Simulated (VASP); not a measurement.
Output of a VASP run:

**OSZICAR**
```
       N       E                     dE             d eps       ncg     rms          rms(c)
DAV:   1     0.208379131186E+03    0.20838E+03   -0.16736E+04   520   0.116E+03
DAV:   2    -0.208683097492E+02   -0.22925E+03   -0.22399E+03   628   0.268E+02
DAV:   3    -0.362679363078E+02   -0.15400E+02   -0.15347E+02   664   0.766E+01
DAV:   4    -0.364934800345E+02   -0.22554E+00   -0.22525E+00   656   0.992E+00
DAV:   5    -0.364978685813E+02   -0.43885E-02   -0.43866E-02   688   0.137E+00    0.131E+01
DAV:   6    -0.353768298253E+02    0.11210E+01   -0.23013E+00   712   0.195E+01    0.103E+01
DAV:   7    -0.352862011380E+02    0.90629E-01   -0.16297E+00   642   0.736E+00    0.440E+00
DAV:   8    -0.352810737047E+02    0.51274E-02   -0.31454E-01   608   0.596E+00    0.122E+00
DAV:   9    -0.352792279784E+02    0.18457E-02   -0.35210E-02   644   0.245E+00    0.332E-01
DAV:  10    -0.352797470317E+02   -0.51905E-03   -0.28959E-03   608   0.389E-01    0.123E-01
DAV:  11    -0.352798448007E+02   -0.97769E-04   -0.48395E-04   656   0.177E-01    0.724E-02
DAV:  12    -0.352799416819E+02   -0.96881E-04   -0.16596E-04   628   0.109E-01    0.230E-02
DAV:  13    -0.352799573216E+02   -0.15640E-04   -0.43860E-05   624   0.648E-02    0.269E-02
DAV:  14    -0.352799592853E+02   -0.19637E-05   -0.40677E-06   626   0.164E-02    0.865E-03
DAV:  15    -0.352799594928E+02   -0.20749E-06   -0.13697E-06   444   0.852E-03
   1 F= -.35279959E+02 E0= -.35279959E+02  d E =-.738036E-11
```

**OUTCAR**
```
------------------------ aborting loop because EDIFF is reached ----------------------------------------
  FORCE on cell =-STRESS in cart. coord.  units (eV):
  Direction    XX          YY          ZZ          XY          YZ          ZX
  --------------------------------------------------------------------------------------
  Total        0.0572380      0.0572380      0.0572380      0.0000000      0.0000000      0.0000000
  in kB        0.6712125      0.6712125      0.6712125      0.0000000      0.0000000      0.0000000
  external PRESSURE =       0.6712125 kB  Pullay stress =       0.0000000 kB
  volume of cell :      136.63
      direct lattice vectors                 reciprocal lattice vectors
     5.150448602  0.000000000  0.000000000     0.194157845  0.000000000  0.000000000
     0.000000000  5.150448602  0.000000000     0.000000000  0.194157845  0.000000000
     0.000000000  0.000000000  5.150448602     0.000000000  0.000000000  0.194157845
 POSITION                                       TOTAL-FORCE (eV/Angst)
 -----------------------------------------------------------------------------------
      0.00000      0.00000      0.00000        -0.000000      0.000000     -0.000000
      1.41449      1.41449      1.41449         0.010234      0.010234      0.010234
      3.73595      3.73595      1.41449        -0.010234     -0.010234      0.010234
      3.73595      1.41449      3.73595        -0.010234      0.010234     -0.010234
      1.41449      3.73595      3.73595         0.010234     -0.010234     -0.010234
      2.57522      2.57522      0.00000        -0.000000      0.000000      0.000000
      2.57522      0.00000      2.57522        -0.000000     -0.000000     -0.000000
      0.00000      2.57522      2.57522        -0.000000      0.000000      0.000000
 -----------------------------------------------------------------------------------
    total drift:                                0.000000      0.000000     -0.000000
  FREE ENERGIE OF THE ION-ELECTRON SYSTEM (eV)
  ---------------------------------------------------
  free  energy   TOTEN  =       -35.2799594928 eV

  energy  without entropy=      -35.2799594927  energy(sigma->0) =      -35.27995949
```
(Selected blocks of OUTCAR.)

### POSCAR
```
Be3CdS4
1
    5.1504486020    -0.0000000000    -0.0000000000
    0.0000000000     5.1504486020     0.0000000000
   -0.0000000000     0.0000000000     5.1504486020
Cd S Be
1 4 3
Direct
  0.0000000000   1.0000000000   1.0000000000
  0.2746352144   0.2746352144   0.2746352144
  0.7253647856   0.7253647856   0.2746352144
  0.7253647856   0.2746352144   0.7253647856
  0.2746352144   0.7253647856   0.7253647856
  0.5000000000   0.5000000000   1.0000000000
  0.5000000000   1.0000000000   0.5000000000
  0.0000000000   0.5000000000   0.5000000000
```

Problem. Write an INCAR and KPOINTS that could have produced this output.

Solution. One answer among several that fit: the input of the run itself, PBE GGA, plane waves, VASP's PBE PAW potentials (set 64).

KPOINTS:
```
Regular mesh
0
Gamma
  4 4 4
```

INCAR:
```
SYSTEM = Be3CdS4
PREC = Accurate; ENCUT = 400; LREAL = .False.
LASPH = .True.
EDIFF = 1E-6; NELM = 100; ALGO = Normal
LMAXMIX = 4
ISMEAR = 0; SIGMA = 0.05
GGA = PE
LWAVE = .False.; LCHARG = .True.
```

POTCAR, in this order: Cd S Be (PBE.64 set). Program: vasp_std.

The structure was generated: Be3CdS4 was put into an ordered model structure (P-43m), which need not be its known phase. It was relaxed first.
